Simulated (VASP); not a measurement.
# Cu2B (Fd-3m) in VASP: notebook, part 2 of 2

VASP 6.6.1. The steps go on from the part before.

## 3. Single point, PBEsol+U

Contents of INCAR:

```
  PREC = Accurate
  ENCUT = 520
  EDIFF = 1E-6
  ISMEAR = -1
  SIGMA = 0.05
  LREAL = F
  LASPH = T
  NELM = 60
  ALGO = Normal
  ISIF = 2
  LWAVE = F
  LCHARG = F
  LMAXMIX = 4
  LDAU = T
  LDAUTYPE = 2
  LDAUL = 2 -1
  LDAUU = 2 0
  LDAUJ = 0 0
  LDAUPRINT = 1
  GGA = PS
  NBANDS = 34
```

Contents of KPOINTS:

```
regular mesh
0
Gamma
  5 5 5
```

Contents of POSCAR:

```
Cu2B
1.0
    0.0000000000      3.2834700000      3.2834700000
    3.2834700000      0.0000000000      3.2834700000
    3.2834700000      3.2834700000      0.0000000000
Cu B
4 2
Direct
    0.1250000000      0.1250000000      0.1250000000
    0.6250000000      0.1250000000      0.1250000000
    0.1250000000      0.1250000000      0.6250000000
    0.1250000000      0.6250000000      0.1250000000
    0.5000000000      0.5000000000      0.5000000000
    0.7500000000      0.7500000000      0.7500000000
```

Potentials or basis: VASP PAW PBE potentials, release 64 (Cu, B).

Started as:

```bash
$ cat potpaw_PBE.64/Cu/POTCAR potpaw_PBE.64/B/POTCAR > POTCAR
$ mpirun -np 1 vasp_std > vasp.out
```

OUTCAR:

```text
PREC = Accurate
   ENCUT = 520
   EDIFF = 1E-6
   ISMEAR = -1
   LREAL = F
   LASPH = T
   NELM = 60
   ISIF = 2
   GGA = PS

 ion  position               nearest neighbor table
   1  0.125  0.125  0.125-   2 2.32   3 2.32   4 2.32   3 2.32   4 2.32   2 2.32
   2  0.625  0.125  0.125-   1 2.32   3 2.32   4 2.32   1 2.32   3 2.32   4 2.32
   3  0.125  0.125  0.625-   1 2.32   1 2.32   2 2.32   4 2.32   4 2.32   2 2.32
   4  0.125  0.625  0.125-   1 2.32   3 2.32   1 2.32   2 2.32   3 2.32   2 2.32
   5  0.500  0.500  0.500-
   6  0.750  0.750  0.750-

  LATTYP: Found a face centered cubic cell.
 ALAT       =     6.5669400000

  Lattice vectors:

 A1 = (   0.0000000000,   3.2834700000,   3.2834700000)
 A2 = (   3.2834700000,   0.0000000000,   3.2834700000)
 A3 = (   3.2834700000,   3.2834700000,   0.0000000000)

Analysis of symmetry for initial positions (statically):
=====================================================================
 Subroutine PRICEL returns:
 Original cell was already a primitive cell.

 Routine SETGRP: Setting up the symmetry group for a
 face centered cubic supercell.

 Subroutine GETGRP returns: Found 48 space group operations
 (whereof 24 operations were pure point group operations)
 out of a pool of 48 trial point group operations.

The static configuration has the point symmetry T_d .
 The point group associated with its full space group is O_h .

Analysis of symmetry for dynamics (positions and initial velocities):
=====================================================================
 Subroutine PRICEL returns:
 Original cell was already a primitive cell.
[... 269 lines left out ...]
  o =  0.9263  v =  0.6731 -0.3365  0.5661  0.3365  0.0000  0.0000  0.0000  0.0000  0.0000  0.0000      0.0000  0.0000  0.0000  0.0000  0.0000  0.0000  0.0000  0.0000  0.0000  0.0000
  o =  0.9324  v =  0.0000  0.0000  0.0000  0.0000  0.0000  0.0000 -0.4003 -0.0000 -0.4003  0.8243      0.0000  0.0000  0.0000  0.0000  0.0000  0.0000  0.0000  0.0000  0.0000  0.0000
  o =  0.9324  v =  0.0000 -0.4003 -0.0000 -0.4003  0.8243  0.0000  0.0000  0.0000  0.0000  0.0000      0.0000  0.0000  0.0000  0.0000  0.0000  0.0000  0.0000  0.0000  0.0000  0.0000
  o =  0.9324  v = -0.4622  0.2311  0.8243 -0.2311  0.0000  0.0000  0.0000  0.0000  0.0000  0.0000      0.0000  0.0000  0.0000  0.0000  0.0000  0.0000  0.0000  0.0000  0.0000  0.0000
  o =  0.9324  v =  0.0000  0.0000  0.0000  0.0000  0.0000 -0.4622  0.2311  0.8243 -0.2311  0.0000      0.0000  0.0000  0.0000  0.0000  0.0000  0.0000  0.0000  0.0000  0.0000  0.0000

 number of electron      49.9999971 magnetization

 Free energy of the ion-electron system (eV)
  ---------------------------------------------------
  ext. energy  EPLUGINS =         0.00000000
  ---------------------------------------------------
  free energy    TOTEN  =       -21.39151573 eV

  energy without entropy =      -21.38071677  energy(sigma->0) =      -21.38611625

 E-fermi :   5.9508     XC(G=0): -11.9936

 val. band max:        5.9105035792   @ k =  -0.2000   0.2000   0.0000
 cond. band min:       5.9597496290   @ k =   0.4000   0.0000   0.0000
 fundamental gap:      0.0492460498
 Fermi energy:         5.9508209525

 k-point     1 :       0.0000    0.0000    0.0000
  band No.  band energies     occupation
      1      -4.4205      2.00000
      2      -0.5820      2.00000
      3       0.8280      2.00000
      4       0.8280      2.00000
      5       0.8280      2.00000
      6       1.2432      2.00000
[... 359 lines left out ...]
     33      14.0740      0.00000
     34      14.2457      0.00000

------------------------ aborting loop because EDIFF is reached ----------------------------------------

  FORCE on cell =-STRESS in cart. coord.  units (eV):
  Direction    XX          YY          ZZ          XY          YZ          ZX
  --------------------------------------------------------------------------------------
  -------------------------------------------------------------------------------------
  Total       -3.4704476     -3.4704476     -3.4704476      0.0000000      0.0000000      0.0000000
  in kB      -78.5356638    -78.5356638    -78.5356638      0.0000000      0.0000000      0.0000000
  external PRESSURE =     -78.5356638 kB  Pullay stress =       0.0000000 kB

 VOLUME and BASIS-vectors are now :
 -----------------------------------------------------------------------------
  energy-cutoff  :      520.00
  volume of cell :       70.80
      direct lattice vectors                 reciprocal lattice vectors
     0.000000000  3.283470000  3.283470000    -0.152277925  0.152277925  0.152277925
     3.283470000  0.000000000  3.283470000     0.152277925 -0.152277925  0.152277925
     3.283470000  3.283470000  0.000000000     0.152277925  0.152277925 -0.152277925

 POSITION                                       TOTAL-FORCE (eV/Angst)
 -----------------------------------------------------------------------------------
      0.82087      0.82087      0.82087         0.000000     -0.000000      0.000000
      0.82087      2.46260      2.46260         0.000000     -0.000000      0.000000
      2.46260      2.46260      0.82087         0.000000     -0.000000      0.000000
      2.46260      0.82087      2.46260         0.000000     -0.000000      0.000000
      3.28347      3.28347      3.28347         0.000000      0.000000      0.000000
      4.92521      4.92521      4.92521        -0.000000     -0.000000     -0.000000
 -----------------------------------------------------------------------------------
    total drift:                                0.000000      0.000000      0.000000

  FREE ENERGIE OF THE ION-ELECTRON SYSTEM (eV)
  ---------------------------------------------------
  free  energy   TOTEN  =       -21.3915157277 eV

  energy  without entropy=      -21.3807167693  energy(sigma->0) =      -21.38611625
```

OSZICAR:

```text
N       E                     dE             d eps       ncg     rms          rms(c)
DAV:   1     0.392403946765E+03    0.39240E+03   -0.21889E+04   688   0.233E+03
DAV:   2     0.175046687677E+02   -0.37490E+03   -0.36034E+03   682   0.404E+02
DAV:   3    -0.231673448078E+02   -0.40672E+02   -0.37871E+02   764   0.173E+02
DAV:   4    -0.246905472398E+02   -0.15232E+01   -0.15021E+01  1028   0.379E+01
DAV:   5    -0.247049960854E+02   -0.14449E-01   -0.14437E-01   982   0.351E+00    0.156E+01
DAV:   6    -0.241630534620E+02    0.54194E+00   -0.39041E+01   798   0.136E+02    0.969E+00
DAV:   7    -0.214388669364E+02    0.27242E+01   -0.95014E+00   858   0.679E+01    0.122E+00
DAV:   8    -0.214905293740E+02   -0.51662E-01   -0.97431E-01  1128   0.153E+01    0.212E+00
DAV:   9    -0.214047590648E+02    0.85770E-01   -0.20277E-01  1046   0.804E+00    0.792E-01
DAV:  10    -0.213977273238E+02    0.70317E-02   -0.15412E-02  1062   0.109E+00    0.546E-01
DAV:  11    -0.213912410110E+02    0.64863E-02   -0.14567E-02   974   0.269E+00    0.373E-02
DAV:  12    -0.213915532654E+02   -0.31225E-03   -0.35020E-03   766   0.414E-01    0.387E-02
DAV:  13    -0.213915245751E+02    0.28690E-04   -0.68955E-05   896   0.612E-02    0.198E-02
DAV:  14    -0.213915185132E+02    0.60619E-05   -0.10278E-05  1008   0.583E-02    0.109E-02
DAV:  15    -0.213915157329E+02    0.27804E-05   -0.83229E-06  1026   0.395E-02    0.652E-04
DAV:  16    -0.213915157277E+02    0.52014E-08   -0.91343E-07   444   0.829E-03
   1 F= -.21391516E+02 E0= -.21386116E+02  d E =-.107990E-01
```

Run time: 22 s. Hardware: 1 thread of Intel Xeon 6975P-C (Granite Rapids), shared host; peak memory 0.2 GiB.

What came out:

```yaml
Free_energy: -21.3915 eV
Pressure: -7.9 GPa
Band_gap_on_the_k_mesh: none (metal or under the smearing width)
```

Eigenvalues of the final occupation matrices:
| site | spin | trace | eigenvalues |
| --- | --- | --- | --- |
| site 1 d | 1 | 4.64 | 0.92 0.93 0.93 0.93 0.93 |
| site 1 d | 2 | 4.64 | 0.92 0.93 0.93 0.93 0.93 |
| site 2 d | 1 | 4.64 | 0.92 0.93 0.93 0.93 0.93 |
| site 2 d | 2 | 4.64 | 0.92 0.93 0.93 0.93 0.93 |
| site 3 d | 1 | 4.64 | 0.92 0.93 0.93 0.93 0.93 |
| site 3 d | 2 | 4.64 | 0.92 0.93 0.93 0.93 0.93 |
| site 4 d | 1 | 4.64 | 0.92 0.93 0.93 0.93 0.93 |
| site 4 d | 2 | 4.64 | 0.92 0.93 0.93 0.93 0.93 |

Caveat: the PAW data sets were made with another functional, which shifts forces and pressure a little; U without spin polarisation on a metal has little footing; the U is typed as a test and isn't derived for this compound.

## 4. Single point, PBEsol+U

Edit INCAR of step 3 so:

```diff
@@ -16,3 +16,3 @@
   LDAUL = 2 -1
-  LDAUU = 2 0
+  LDAUU = 3 0
   LDAUJ = 0 0
```

KPOINTS is that of step 3.

POSCAR is that of step 3.

Started as:

```bash
$ cat potpaw_PBE.64/Cu/POTCAR potpaw_PBE.64/B/POTCAR > POTCAR
$ mpirun -np 1 vasp_std > vasp.out
```

Wall time 20 s (1 thread of Intel Xeon 6975P-C (Granite Rapids), shared host); peak memory 0.2 GiB.

The run converged. Its results:

```
Free energy            : -20.0867 eV
Pressure               : -8.5 GPa
Band gap on the k mesh : none (metal or under the smearing width)
```

Levels at points of the mesh, in eV from the Fermi level:
```csv
k point,band 23,band 24,band 25,band 26,band 27,band 28
"(0.00, 0.00, 0.00)",-0.74,-0.74,-0.74,0.98,0.98,0.98
```

Eigenvalues of the final occupation matrices:
```
    site  spin  trace               eigenvalues
site 1 d     1   4.66  0.93 0.93 0.93 0.94 0.94
site 1 d     2   4.66  0.93 0.93 0.93 0.94 0.94
site 2 d     1   4.66  0.93 0.93 0.93 0.94 0.94
site 2 d     2   4.66  0.93 0.93 0.93 0.94 0.94
site 3 d     1   4.66  0.93 0.93 0.93 0.94 0.94
site 3 d     2   4.66  0.93 0.93 0.93 0.94 0.94
site 4 d     1   4.66  0.93 0.93 0.93 0.94 0.94
site 4 d     2   4.66  0.93 0.93 0.93 0.94 0.94
```

Caveat: the PAW data sets were made with another functional, which shifts forces and pressure a little; U without spin polarisation on a metal has little footing; the U is typed as a test and isn't derived for this compound.

## 5. Single point, PBEsol+U

Edit INCAR of step 4 so:

```diff
@@ -16,3 +16,3 @@
   LDAUL = 2 -1
-  LDAUU = 3 0
+  LDAUU = 4 0
   LDAUJ = 0 0
```

KPOINTS is that of step 4.

POSCAR is that of step 4.

Started as:

```bash
$ cat potpaw_PBE.64/Cu/POTCAR potpaw_PBE.64/B/POTCAR > POTCAR
$ mpirun -np 1 vasp_std > vasp.out
```

Run time: 19 s. Hardware: 1 thread of Intel Xeon 6975P-C (Granite Rapids), shared host; peak memory 0.2 GiB.

The run converged. Its results:

| Property | Result |
| --- | --- |
| Free energy | -18.8438 eV |
| Pressure | -9.2 GPa |
| Band gap on the k mesh | none (metal or under the smearing width) |

Levels at points of the mesh, in eV from the Fermi level:
| k point | band 22 | band 23 | band 24 | band 25 | band 26 | band 27 | band 28 | band 29 |
| --- | --- | --- | --- | --- | --- | --- | --- | --- |
| (0.00, 0.00, 0.00) | -1.99 | -0.73 | -0.73 | -0.73 | 0.90 | 0.90 | 0.90 | 1.04 |

Eigenvalues of the final occupation matrices:
| site | spin | trace | eigenvalues |
| --- | --- | --- | --- |
| site 1 d | 1 | 4.68 | 0.93 0.93 0.93 0.94 0.94 |
| site 1 d | 2 | 4.68 | 0.93 0.93 0.93 0.94 0.94 |
| site 2 d | 1 | 4.68 | 0.93 0.93 0.93 0.94 0.94 |
| site 2 d | 2 | 4.68 | 0.93 0.93 0.93 0.94 0.94 |
| site 3 d | 1 | 4.68 | 0.93 0.93 0.93 0.94 0.94 |
| site 3 d | 2 | 4.68 | 0.93 0.93 0.93 0.94 0.94 |
| site 4 d | 1 | 4.68 | 0.93 0.93 0.93 0.94 0.94 |
| site 4 d | 2 | 4.68 | 0.93 0.93 0.93 0.94 0.94 |

Caveat: the PAW data sets were made with another functional, which shifts forces and pressure a little; U without spin polarisation on a metal has little footing; the U is typed as a test and isn't derived for this compound.

## 6. Single point, PBEsol+U

Edit INCAR of step 5 so:

```diff
@@ -16,3 +16,3 @@
   LDAUL = 2 -1
-  LDAUU = 4 0
+  LDAUU = 5 0
   LDAUJ = 0 0
```

KPOINTS is that of step 5.

POSCAR is that of step 5.

Potentials or basis: VASP PAW PBE potentials, release 64 (Cu, B).

Started as:

```bash
$ cat potpaw_PBE.64/Cu/POTCAR potpaw_PBE.64/B/POTCAR > POTCAR
$ mpirun -np 1 vasp_std > vasp.out
```

It took 17 s on 1 thread of Intel Xeon 6975P-C (Granite Rapids), shared host; peak memory 0.2 GiB.

The run converged. Its results:

```yaml
Free_energy: -17.6634 eV
Pressure: -9.6 GPa
Band_gap_on_the_k_mesh: none (metal or under the smearing width)
```

Levels at points of the mesh, in eV from the Fermi level:
| k point | band 23 | band 24 | band 25 | band 26 | band 27 | band 28 |
| --- | --- | --- | --- | --- | --- | --- |
| (0.00, 0.00, 0.00) | -0.72 | -0.72 | -0.72 | 0.83 | 0.83 | 0.83 |

Eigenvalues of the final occupation matrices:
```
    site  spin  trace               eigenvalues
site 1 d     1   4.69  0.93 0.94 0.94 0.94 0.94
site 1 d     2   4.69  0.93 0.94 0.94 0.94 0.94
site 2 d     1   4.69  0.93 0.94 0.94 0.94 0.94
site 2 d     2   4.69  0.93 0.94 0.94 0.94 0.94
site 3 d     1   4.69  0.93 0.94 0.94 0.94 0.94
site 3 d     2   4.69  0.93 0.94 0.94 0.94 0.94
site 4 d     1   4.69  0.93 0.94 0.94 0.94 0.94
site 4 d     2   4.69  0.93 0.94 0.94 0.94 0.94
```

Caveat: the PAW data sets were made with another functional, which shifts forces and pressure a little; U without spin polarisation on a metal has little footing; the U is typed as a test and isn't derived for this compound.

## 7. The reference run

An earlier run on the cell as given: functional PBE; potentials or basis VASP PAW PBE potentials, release 64 (Cu, B); cutoff 520 eV; k mesh 7 × 7 × 7; occupations fermi-dirac, width 0.05 eV; no spin polarisation.

- Pressure: 0.4 GPa
- Band gap on the k mesh: none (metal or under the smearing width)

## 8. Overview

```csv
level,U,k mesh,gap on the mesh (eV),pressure (GPa)
PBEsol,-,5 × 5 × 5,none,-6.4
PBEsol+U,Cu d U = 2 eV,5 × 5 × 5,none,-7.9
PBEsol+U,Cu d U = 3 eV,5 × 5 × 5,none,-8.5
PBEsol+U,Cu d U = 4 eV,5 × 5 × 5,none,-9.2
PBEsol+U,Cu d U = 5 eV,5 × 5 × 5,none,-9.6
PBE,-,7 × 7 × 7,none,0.4
```

Alike in all rows: task single point; potentials or basis VASP PAW PBE potentials, release 64 (Cu, B); no spin polarisation; cell as given; cutoff (eV) 520; smearing fermi-dirac 0.05 eV.

Every run on the cell as given and a fine mesh finds a metal. The pressure there spans -9.6 GPa (PBEsol+U) to 0.4 GPa (PBE); a positive pressure means that this level wants a larger cell, a negative one a smaller.

Caveats: the PAW data sets were made with another functional, which shifts forces and pressure a little (some runs); U without spin polarisation on a metal has little footing (some runs); the U is typed as a test and isn't derived for this compound (some runs).

Absolute energies hang on the potentials; compare differences alone.
